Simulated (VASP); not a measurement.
# HfRu3 (Pm-3m) in VASP: single point with PBE+D3(BJ)

Aim: the single point of HfRu3 with PBE+D3(BJ).

All numbers are computed with VASP 6.6.1; they aren't measurements. Logs are shortened: lines on timing, memory, paths and dates and some standing lists are left out, and cuts for length are marked.

## 1. Starting point

The structure is cubic, space group Pm-3m (No. 221). Conventional cell: a = 3.956 Å, b = 3.956 Å, c = 3.956 Å, α = 90.00°, β = 90.00°, γ = 90.00°. Hf (site symmetry m-3m) is surrounded by 12 Ru at 2.80 Å. Ru (site symmetry 4/mmm) is surrounded by 4 Hf at 2.80 Å and 8 Ru at 2.80 Å.

The cell comes from a database or a generator and needn't be the stable form of this composition.

## 2. Single point, PBE+D3(BJ), spin-orbit coupling, no magnetisation

File run.py:

```python
from ase.calculators.vasp import Vasp
from ase.dft.bandgap import bandgap
from ase.io import read

atoms = read('HfRu3.cif', primitive_cell=True, subtrans_included=False)
calc = Vasp(
    directory='calc',
    xc='pbe',
    pp='PBE',
    setups='recommended',
    prec='Accurate',
    encut=520,
    ediff=1e-06,
    ismear=1,
    sigma=0.2,
    lreal=False,
    lasph=True,
    nelm=60,
    algo='Normal',
    isif=2,
    lwave=False,
    lcharg=False,
    lorbit=11,
    lsorbit=True,
    gga_compat=False,
    lmaxmix=4,
    ivdw=12,
    kpts=[5, 5, 5],
    gamma=True,
    nbands=66,
)
atoms.calc = calc

print('energy (eV):', atoms.get_potential_energy())
print('free energy (eV):', atoms.get_potential_energy(force_consistent=True))
print('forces (eV/A):')
print(atoms.get_forces())
print('stress (eV/A^3, Voigt):', atoms.get_stress())
print('Fermi level (eV):', calc.get_fermi_level())
gap, top, bottom = bandgap(calc)
print('band gap (eV):', gap, 'from (spin, k, band)', top, 'to', bottom)
```

File HfRu3.cif:

```cif
data_HfRu3
_cell_length_a 3.95577300
_cell_length_b 3.95577300
_cell_length_c 3.95577300
_cell_angle_alpha 90.00000000
_cell_angle_beta 90.00000000
_cell_angle_gamma 90.00000000
_space_group_name_H-M_alt 'Pm-3m'
_space_group_name_Hall '-P 4 2 3'
_space_group_IT_number 221
loop_
_space_group_symop_operation_xyz
'x,y,z'
'-x,-y,-z'
'-y,x,z'
'y,-x,-z'
'-x,-y,z'
'x,y,-z'
'y,-x,z'
'-y,x,-z'
'x,-y,-z'
'-x,y,z'
'-y,-x,-z'
'y,x,z'
'-x,y,-z'
'x,-y,z'
'y,x,-z'
'-y,-x,z'
'z,x,y'
'-z,-x,-y'
'z,-y,x'
'-z,y,-x'
'z,-x,-y'
'-z,x,y'
'z,y,-x'
'-z,-y,x'
'-z,x,-y'
'z,-x,y'
'-z,-y,-x'
'z,y,x'
'-z,-x,y'
'z,x,-y'
'-z,y,x'
'z,-y,-x'
'y,z,x'
'-y,-z,-x'
'x,z,-y'
'-x,-z,y'
'-y,z,-x'
'y,-z,x'
'-x,z,y'
'x,-z,-y'
'-y,-z,x'
'y,z,-x'
'-x,-z,-y'
'x,z,y'
'y,-z,-x'
'-y,z,x'
'x,-z,y'
'-x,z,-y'
loop_
_atom_site_label
_atom_site_type_symbol
_atom_site_symmetry_multiplicity
_atom_site_Wyckoff_symbol
_atom_site_fract_x
_atom_site_fract_y
_atom_site_fract_z
_atom_site_occupancy
Hf1 Hf 1 a 0.0000000000 0.0000000000 0.0000000000 1
Ru1 Ru 3 c 0.0000000000 0.5000000000 0.5000000000 1
```

Potentials or basis: VASP PAW PBE potentials, release 64 (Hf_pv, Ru_pv).

Run with:

```bash
$ python run.py
```

Log:

```text
energy (eV): -41.722343540000004
free energy (eV): -41.7258689
forces (eV/A):
[[0. 0. 0.]
 [0. 0. 0.]
 [0. 0. 0.]
 [0. 0. 0.]]
stress (eV/A^3, Voigt): [4.83755680e-02 4.83755680e-02 4.83755680e-02 2.51326848e-07
 2.52063346e-07 2.51326848e-07]
Fermi level (eV): 9.68088583
band gap (eV): 0.0 from (spin, k, band) (None, None, None) to (None, None, None)
```

OUTCAR:

```text
ENCUT = 520.000000
   EDIFF = 1.00e-06
   GGA = PE
   PREC = Accurate
   ISIF = 2
   ISMEAR = 1
   LORBIT = 11
   NELM = 60
   IVDW = 12
   LASPH = .TRUE.
   LSORBIT = .TRUE.
   LREAL = .FALSE.
 IVDW          = 12

 ion  position               nearest neighbor table
   1  0.000  0.000  0.000-   2 2.80   3 2.80   4 2.80   2 2.80   3 2.80   2 2.80   4 2.80   2 2.80
                             3 2.80   4 2.80   3 2.80   4 2.80
   2  0.000  0.500  0.500-   1 2.80   3 2.80   4 2.80   1 2.80   4 2.80   1 2.80   3 2.80   1 2.80
                             3 2.80   4 2.80   4 2.80   3 2.80
   3  0.500  0.000  0.500-   1 2.80   2 2.80   4 2.80   1 2.80   4 2.80   2 2.80   4 2.80   4 2.80
                             1 2.80   2 2.80   1 2.80   2 2.80
   4  0.500  0.500  0.000-   1 2.80   2 2.80   3 2.80   2 2.80   3 2.80   1 2.80   3 2.80   3 2.80
                             1 2.80   2 2.80   2 2.80   1 2.80

  LATTYP: Found a simple cubic cell.
 ALAT       =     3.9557730000

  Lattice vectors:

 A1 = (   3.9557730000,   0.0000000000,   0.0000000000)
 A2 = (   0.0000000000,   3.9557730000,   0.0000000000)
 A3 = (   0.0000000000,   0.0000000000,   3.9557730000)

Analysis of symmetry for initial positions (statically):
=====================================================================
 Subroutine PRICEL returns:
 Original cell was already a primitive cell.

 Routine SETGRP: Setting up the symmetry group for a
 simple cubic supercell.

 Subroutine GETGRP returns: Found 48 space group operations
 (whereof 48 operations were pure point group operations)
 out of a pool of 48 trial point group operations.

The static configuration has the point symmetry O_h .

Analysis of symmetry for dynamics (positions and initial velocities):
=====================================================================
 Subroutine PRICEL returns:
 Original cell was already a primitive cell.

 Routine SETGRP: Setting up the symmetry group for a
 simple cubic supercell.

 Subroutine GETGRP returns: Found 48 space group operations
 (whereof 48 operations were pure point group operations)
 out of a pool of 48 trial point group operations.

The dynamic configuration has the point symmetry O_h .

Analysis of structural, dynamic, and magnetic symmetry:
=====================================================================
 Subroutine PRICEL returns:
 Original cell was already a primitive cell.

 Routine SETGRP: Setting up the symmetry group for a
 simple cubic supercell.

 Subroutine GETGRP returns: Found  6 space group operations
 (whereof  6 operations were pure point group operations)
 out of a pool of 48 trial point group operations.

The overall configuration has the point symmetry S_6 .

 Subroutine INISYM returns: Found  6 space group operations
 (whereof  6 operations are pure point group operations),
 and found     1 'primitive' translations

----------------------------------------------------------------------------------------

                                     Primitive cell

  volume of cell :      61.9005

  direct lattice vectors                    reciprocal lattice vectors
[... 141 lines left out ...]

 val. band max:        9.6168079254   @ k =  -0.4000   0.4000   0.4000
 cond. band min:       9.6835162222   @ k =   0.4000   0.0000   0.0000
 fundamental gap:      0.0667082967
 Fermi energy:         9.6808858257

 k-point     1 :       0.0000    0.0000    0.0000
  band No.  band energies     occupation
      1     -34.8698      1.00000
      2     -34.8698      1.00000
      3     -34.8698      1.00000
      4     -34.8698      1.00000
      5     -34.6164      1.00000
      6     -34.6164      1.00000
[... 1530 lines left out ...]
     63      13.7561      0.00000
     64      13.7561      0.00000
 [bands above 64 left out]

------------------------ aborting loop because EDIFF is reached ----------------------------------------

 Edisp (eV)   -2.29138

 E8    (eV) :    -1.0964

  FORCE on cell =-STRESS in cart. coord.  units (eV):
  Direction    XX          YY          ZZ          XY          YZ          ZX
  --------------------------------------------------------------------------------------
  -------------------------------------------------------------------------------------
  Total      -2.99447    -2.99447    -2.99447    -0.00002    -0.00002    -0.00002
  in kB     -77.50620   -77.50620   -77.50620    -0.00040    -0.00040    -0.00040
  external pressure =      -77.51 kB  Pullay stress =        0.00 kB

 VOLUME and BASIS-vectors are now :
 -----------------------------------------------------------------------------
  energy-cutoff  :      520.00
  volume of cell :       61.90
      direct lattice vectors                 reciprocal lattice vectors
     3.955773000  0.000000000  0.000000000     0.252795092  0.000000000  0.000000000
     0.000000000  3.955773000  0.000000000     0.000000000  0.252795092  0.000000000
     0.000000000  0.000000000  3.955773000     0.000000000  0.000000000  0.252795092

 POSITION                                       TOTAL-FORCE (eV/Angst)
 -----------------------------------------------------------------------------------
      0.00000      0.00000      0.00000         0.000000      0.000000      0.000000
      0.00000      1.97789      1.97789         0.000000      0.000000      0.000000
      1.97789      0.00000      1.97789         0.000000      0.000000      0.000000
      1.97789      1.97789      0.00000         0.000000      0.000000      0.000000
 -----------------------------------------------------------------------------------
    total drift:                                0.000000      0.000000      0.000000

  FREE ENERGIE OF THE ION-ELECTRON SYSTEM (eV)
  ---------------------------------------------------
  free  energy   TOTEN  =       -41.7258688968 eV

  energy  without entropy=      -41.7152928151  energy(sigma->0) =      -41.72234354

 Spin-Orbit-Coupling matrix elements

 Ion:    1  E_soc:     -1.3596384
 l=   1
     0.0000000    -0.2186216    -0.2186216
    -0.2186216     0.0000000    -0.2186216
    -0.2186216    -0.2186216     0.0000000
 l=   2
     0.0000000    -0.0017630     0.0000000    -0.0017630    -0.0062218
    -0.0017630     0.0000000    -0.0046664    -0.0017630    -0.0015555
     0.0000000    -0.0046664     0.0000000    -0.0046664     0.0000000
    -0.0017630    -0.0017630    -0.0046664     0.0000000    -0.0015555
    -0.0062218    -0.0015555     0.0000000    -0.0015555     0.0000000
 l=   3
     0.0000000     0.0000000     0.0000000     0.0000000     0.0000000     0.0000000     0.0000000
     0.0000000     0.0000000     0.0000000     0.0000000     0.0000000     0.0000000     0.0000000
     0.0000000     0.0000000     0.0000000     0.0000000     0.0000000     0.0000000     0.0000000
     0.0000000     0.0000000     0.0000000     0.0000000     0.0000000     0.0000000     0.0000000
[... 49 lines left out ...]
 l=   2
     0.0000000    -0.0016703     0.0000000    -0.0016703    -0.0082674
    -0.0016703     0.0000000    -0.0062371    -0.0014932    -0.0012792
     0.0000000    -0.0062371     0.0000000    -0.0062371     0.0000000
    -0.0016703    -0.0014932    -0.0062371     0.0000000    -0.0012792
    -0.0082674    -0.0012792     0.0000000    -0.0012792     0.0000000
 l=   3
     0.0000000     0.0000000     0.0000000     0.0000000     0.0000000     0.0000000     0.0000000
     0.0000000     0.0000000     0.0000000     0.0000000     0.0000000     0.0000000     0.0000000
     0.0000000     0.0000000     0.0000000     0.0000000     0.0000000     0.0000000     0.0000000
     0.0000000     0.0000000     0.0000000     0.0000000     0.0000000     0.0000000     0.0000000
     0.0000000     0.0000000     0.0000000     0.0000000     0.0000000     0.0000000     0.0000000
     0.0000000     0.0000000     0.0000000     0.0000000     0.0000000     0.0000000     0.0000000
     0.0000000     0.0000000     0.0000000     0.0000000     0.0000000     0.0000000     0.0000000

 total charge

# of ion       s       p       d       tot
------------------------------------------
    1        0.396   6.588   1.667   8.651
    2        0.396   6.232   6.009  12.638
    3        0.396   6.232   6.009  12.638
    4        0.396   6.232   6.009  12.638
--------------------------------------------------
tot          1.584  25.285  19.695  46.564

 magnetization (x)

# of ion       s       p       d       tot
------------------------------------------
    1       -0.000  -0.000  -0.000  -0.000
    2       -0.000  -0.000  -0.000  -0.000
    3       -0.000  -0.000  -0.000  -0.000
    4       -0.000  -0.000  -0.000  -0.000
--------------------------------------------------
tot         -0.000  -0.000  -0.000  -0.000

 magnetization (y)

# of ion       s       p       d       tot
------------------------------------------
    1       -0.000  -0.000  -0.000  -0.000
    2       -0.000  -0.000  -0.000  -0.000
    3       -0.000  -0.000  -0.000  -0.000
    4       -0.000  -0.000  -0.000  -0.000
--------------------------------------------------
tot         -0.000  -0.000  -0.000  -0.000

 magnetization (z)

# of ion       s       p       d       tot
------------------------------------------
    1       -0.000  -0.000  -0.000  -0.000
    2       -0.000  -0.000  -0.000  -0.000
    3       -0.000  -0.000  -0.000  -0.000
    4       -0.000  -0.000  -0.000  -0.000
--------------------------------------------------
tot         -0.000  -0.000  -0.000  -0.000
```

INCAR:

```text
ENCUT = 520.000000
SIGMA = 0.200000
EDIFF = 1.00e-06
ALGO = Normal
GGA = PE
PREC = Accurate
ISIF = 2
ISMEAR = 1
LMAXMIX = 4
LORBIT = 11
NBANDS = 66
NELM = 60
IVDW = 12
LASPH = .TRUE.
LCHARG = .FALSE.
LWAVE = .FALSE.
LSORBIT = .TRUE.
GGA_COMPAT = .FALSE.
LREAL = .FALSE.
```

It took 2.5 min on 1 thread of Intel Xeon Platinum 8488C (Sapphire Rapids), shared host; peak memory 0.37 GiB.

Results:

- Free energy: -41.7259 eV
- Pressure: -7.8 GPa
- Valence electrons inside the program's atomic spheres: Hf 8.65; Ru 12.64
- Dispersion energy per atom: -0.573 eV

## 3. The reference run

An earlier run on the cell as given: functional PBE; potentials or basis VASP PAW PBE potentials, release 64 (Hf_pv, Ru_pv); cutoff 520 eV; k mesh 7 × 7 × 7; occupations fermi-dirac, width 0.05 eV; no spin polarisation.

- Pressure: -1.9 GPa
- Band gap on the k mesh: none (metal or under the smearing width)
